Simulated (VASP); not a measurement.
Level of theory: revPBE GGA, VASP's PBE PAW potentials (set 64) (plane waves; VASP).

The input files of a VASP run:

**INCAR**
```
ALGO  =  Normal
EDIFF  =  1E-6
EDIFFG  =  -0.01
ENCUT  =  520
GGA  =  RE
IBRION  =  2
ISIF  =  3
ISMEAR  =  1
LASPH  =  .True.
LCHARG  =  .False.
LMAXMIX  =  4
LREAL  =  .False.
LWAVE  =  .False.
NELM  =  100
NSW  =  60
PREC  =  Accurate
SIGMA  =  0.1
SYSTEM  =  Tl
```

### KPOINTS
```
Automatic
0
gamma
 11 11 6
0 0 0
```

File POSCAR:
```
Tl
1
    1.7300000000    -2.9964480000     0.0000000000
    1.7300000000     2.9964480000     0.0000000000
    0.0000000000     0.0000000000     5.5200000000
Tl
2
Direct
  0.3333330000   0.6666670000   0.2500000000
  0.6666670000   0.3333330000   0.7500000000
```

POTCAR, in this order: Tl_d (PBE.64 set). Program: vasp_std.

The run wrote:

**OUTCAR**
```
 ion  position               nearest neighbor table
   1  0.333  0.667  0.250-   2 3.41   2 3.41   2 3.41   2 3.41   2 3.41   2 3.41
   2  0.667  0.333  0.750-   1 3.41   1 3.41   1 3.41   1 3.41   1 3.41   1 3.41
  LATTYP: Found a hexagonal cell.
 ALAT       =     3.4600000891
 C/A-ratio  =     1.5953756815
 Subroutine PRICEL returns:
 Original cell was already a primitive cell.
 Subroutine GETGRP returns: Found 24 space group operations
The static configuration has the point symmetry D_3d.
 The point group associated with its full space group is D_6h.
The dynamic configuration has the point symmetry D_3d.
 Subroutine INISYM returns: Found 24 space group operations
 Subroutine IBZKPT returns following result:
 Found     64 irreducible k-points:

 Following reciprocal coordinates:
            Coordinates               Weight
  0.000000  0.000000  0.000000      1.000000
  0.090909 -0.000000  0.000000      6.000000
  0.181818 -0.000000  0.000000      6.000000
  0.272727  0.000000  0.000000      6.000000
  0.363636 -0.000000  0.000000      6.000000
  0.454545  0.000000  0.000000      6.000000
  0.090909  0.090909  0.000000      6.000000
...
```

File OSZICAR:
```
       N       E                     dE             d eps       ncg     rms          rms(c)
DAV:   1     0.128117234224E+03    0.12812E+03   -0.14452E+04  2192   0.144E+03
DAV:   2    -0.156723191551E+01   -0.12968E+03   -0.12813E+03  2293   0.296E+02
DAV:   3    -0.373114606948E+01   -0.21639E+01   -0.21204E+01  2654   0.336E+01
DAV:   4    -0.374406069384E+01   -0.12915E-01   -0.12911E-01  2426   0.260E+00
DAV:   5    -0.374419071304E+01   -0.13002E-03   -0.13002E-03  2488   0.273E-01    0.320E+00
DAV:   6    -0.370965814988E+01    0.34533E-01   -0.66101E-02  2309   0.222E+00    0.221E+00
DAV:   7    -0.370393341926E+01    0.57247E-02   -0.37025E-02  2251   0.167E+00    0.588E-01
DAV:   8    -0.370332793486E+01    0.60548E-03   -0.40296E-03  2244   0.516E-01    0.342E-02
DAV:   9    -0.370334082402E+01   -0.12889E-04   -0.28070E-05  2626   0.511E-02    0.132E-02
DAV:  10    -0.370334995246E+01   -0.91284E-05   -0.10805E-05  2257   0.304E-02    0.261E-03
DAV:  11    -0.370335035412E+01   -0.40166E-06   -0.63536E-07  1246   0.661E-03
   1 F= -.37033504E+01 E0= -.37028642E+01  d E =-.370335E+01
       N       E                     dE             d eps       ncg     rms          rms(c)
DAV:   1    -0.746029980831E+01   -0.37569E+01   -0.72966E+01  2180   0.801E+01    0.124E+01
DAV:   2    -0.434488089582E+01    0.31154E+01   -0.57067E+00  2177   0.194E+01    0.385E+00
DAV:   3    -0.383897615880E+01    0.50590E+00   -0.14277E+00  2182   0.998E+00    0.336E+00
DAV:   4    -0.380694343746E+01    0.32033E-01   -0.42362E-02  2196   0.153E+00    0.659E-01
DAV:   5    -0.380345855275E+01    0.34849E-02   -0.14077E-02  2350   0.988E-01    0.692E-02
DAV:   6    -0.380349226795E+01   -0.33715E-04   -0.33403E-04  2219   0.151E-01    0.485E-02
DAV:   7    -0.380349504766E+01   -0.27797E-05   -0.43036E-05  2253   0.561E-02    0.902E-03
DAV:   8    -0.380349601413E+01   -0.96647E-06   -0.10198E-06  1600   0.774E-03
   2 F= -.38034960E+01 E0= -.38030266E+01  d E =-.100146E+00
       N       E                     dE             d eps       ncg     rms          rms(c)
DAV:   1    -0.413743134037E+01   -0.33394E+00   -0.64015E+00  2177   0.227E+01    0.347E+00
DAV:   2    -0.385020505489E+01    0.28723E+00   -0.59356E-01  2176   0.624E+00    0.108E+00
DAV:   3    -0.380871028681E+01    0.41495E-01   -0.13415E-01  2179   0.306E+00    0.853E-01
DAV:   4    -0.380678525968E+01    0.19250E-02   -0.42866E-03  2202   0.399E-01    0.721E-02
DAV:   5    -0.380660728055E+01    0.17798E-03   -0.12541E-03  2315   0.296E-01    0.269E-02
DAV:   6    -0.380660050495E+01    0.67756E-05   -0.19736E-05  2210   0.305E-02    0.994E-03
DAV:   7    -0.380660011047E+01    0.39449E-06   -0.16409E-06  1799   0.113E-02
   3 F= -.38066001E+01 E0= -.38061089E+01  d E =-.103250E+00
       N       E                     dE             d eps       ncg     rms          rms(c)
DAV:   1    -0.381864453635E+01   -0.12044E-01   -0.22535E-01  2177   0.417E+00    0.631E-01
DAV:   2    -0.380822611274E+01    0.10418E-01   -0.22921E-02  2176   0.124E+00    0.197E-01
DAV:   3    -0.380683710427E+01    0.13890E-02   -0.48173E-03  2181   0.585E-01    0.147E-01
DAV:   4    -0.380680520946E+01    0.31895E-04   -0.20305E-04  2203   0.798E-02    0.187E-02
DAV:   5    -0.380679581925E+01    0.93902E-05   -0.50285E-05  2226   0.588E-02    0.106E-02
DAV:   6    -0.380679649222E+01   -0.67297E-06   -0.11671E-06  1557   0.843E-03
   4 F= -.38067965E+01 E0= -.38063044E+01  d E =-.103446E+00
       N       E                     dE             d eps       ncg     rms          rms(c)
DAV:   1    -0.381617138849E+01   -0.93756E-02   -0.33619E-01  2229   0.453E+00    0.404E-01
DAV:   2    -0.381080059168E+01    0.53708E-02   -0.42919E-03  2227   0.677E-01    0.233E-01
DAV:   3    -0.380819728471E+01    0.26033E-02   -0.42739E-03  2249   0.649E-01    0.638E-02
DAV:   4    -0.380818579015E+01    0.11495E-04   -0.35063E-04  2246   0.157E-01    0.134E-02
DAV:   5    -0.380818348700E+01    0.23032E-05   -0.18693E-05  2312   0.417E-02    0.770E-03
DAV:   6    -0.380818309154E+01    0.39546E-06   -0.17887E-06  1580   0.130E-02
   5 F= -.38081831E+01 E0= -.38076674E+01  d E =-.138660E-02
       N       E                     dE             d eps       ncg     rms          rms(c)
DAV:   1    -0.383635148713E+01   -0.28168E-01   -0.11431E+00  2237   0.836E+00    0.740E-01
DAV:   2    -0.381851978088E+01    0.17832E-01   -0.14024E-02  2241   0.122E+00    0.428E-01
DAV:   3    -0.380980103505E+01    0.87187E-02   -0.14241E-02  2252   0.119E+00    0.115E-01
DAV:   4    -0.380977344789E+01    0.27587E-04   -0.11521E-03  2257   0.286E-01    0.245E-02
DAV:   5    -0.380976492010E+01    0.85278E-05   -0.60911E-05  2322   0.758E-02    0.139E-02
DAV:   6    -0.380976386104E+01    0.10591E-05   -0.60916E-06  2254   0.238E-02    0.150E-03
DAV:   7    -0.380976387249E+01   -0.11444E-07   -0.13767E-07  1092   0.332E-03
   6 F= -.38097639E+01 E0= -.38091112E+01  d E =-.296738E-02
       N       E                     dE             d eps       ncg     rms          rms(c)
DAV:   1    -0.391204080160E+01   -0.10228E+00   -0.45648E+00  2219   0.167E+01    0.147E+00
DAV:   2    -0.384311915089E+01    0.68922E-01   -0.52440E-02  2227   0.227E+00    0.855E-01
DAV:   3    -0.380863660443E+01    0.34483E-01   -0.55533E-02  2237   0.230E+00    0.225E-01
DAV:   4    -0.380858277255E+01    0.53832E-04   -0.42577E-03  2239   0.550E-01    0.481E-02
DAV:   5    -0.380854510680E+01    0.37666E-04   -0.23059E-04  2316   0.151E-01    0.269E-02
DAV:   6    -0.380854092212E+01    0.41847E-05   -0.25247E-05  2243   0.500E-02    0.237E-03
DAV:   7    -0.380854108223E+01   -0.16011E-06   -0.38777E-07  1172   0.572E-03
   7 F= -.38085411E+01 E0= -.38082688E+01  d E =-.174459E-02
       N       E                     dE             d eps       ncg     rms          rms(c)
DAV:   1    -0.386359862774E+01   -0.55058E-01   -0.23275E+00  2211   0.119E+01    0.105E+00
DAV:   2    -0.382774299915E+01    0.35856E-01   -0.27522E-02  2245   0.161E+00    0.611E-01
DAV:   3    -0.380997739247E+01    0.17766E-01   -0.28519E-02  2256   0.160E+00    0.135E-01
DAV:   4    -0.380999898671E+01   -0.21594E-04   -0.19045E-03  2224   0.364E-01    0.330E-02
DAV:   5    -0.380999330612E+01    0.56806E-05   -0.64615E-05  2352   0.806E-02    0.164E-02
DAV:   6    -0.380999226997E+01    0.10361E-05   -0.86208E-06  2240   0.285E-02    0.165E-03
DAV:   7    -0.380999224028E+01    0.29692E-07   -0.17206E-07  1100   0.375E-03
   8 F= -.38099922E+01 E0= -.38093455E+01  d E =-.319575E-02
```

### OUTCAR
```
------------------------ aborting loop because EDIFF is reached ----------------------------------------
  FORCE on cell =-STRESS in cart. coord.  units (eV):
  Direction    XX          YY          ZZ          XY          YZ          ZX
  --------------------------------------------------------------------------------------
  Total       -0.0061326     -0.0061326     -0.0083649      0.0000000      0.0000000      0.0000000
  in kB       -0.1483691     -0.1483691     -0.2023746      0.0000000      0.0000000      0.0000000
  external PRESSURE =      -0.1663709 kB  Pullay stress =       0.0000000 kB
  volume of cell :       66.22
      direct lattice vectors                 reciprocal lattice vectors
     1.831083357 -3.171529528  0.000000000     0.273062391 -0.157652639  0.000000000
     1.831083357  3.171529528  0.000000000     0.273062391  0.157652639  0.000000000
    -0.000000000 -0.000000000  5.701742638    -0.000000000  0.000000000  0.175384977
 POSITION                                       TOTAL-FORCE (eV/Angst)
 -----------------------------------------------------------------------------------
      1.83108      1.05718      1.42544        -0.000000      0.000000      0.000000
      1.83108     -1.05718      4.27631         0.000000     -0.000000      0.000000
 -----------------------------------------------------------------------------------
    total drift:                               -0.000026      0.000492      0.000011
  FREE ENERGIE OF THE ION-ELECTRON SYSTEM (eV)
  ---------------------------------------------------
  free  energy   TOTEN  =        -3.8099922403 eV

  energy  without entropy=       -3.8080519784  energy(sigma->0) =       -3.80934549

 reached required accuracy - stopping structural energy minimisation
```
(Selected blocks of OUTCAR.)

CONTCAR:
```
Tl
   1.00000000000000
     1.8310833566439182   -3.1715295278571620    0.0000000000000000
     1.8310833566439182    3.1715295278571620    0.0000000000000000
    -0.0000000000000000   -0.0000000000000000    5.7017426379837204
  Tl
     2
Direct
     0.3333330000000032    0.6666669999999968    0.2500000000000000
     0.6666669999999968    0.3333330000000032    0.7500000000000000
```

Energy and stress use the plane-wave basis of the starting cell.

The compound is Tl in the hcp structure. This run relaxes it. Symmetry was kept, so distortions that lower it aren't found.
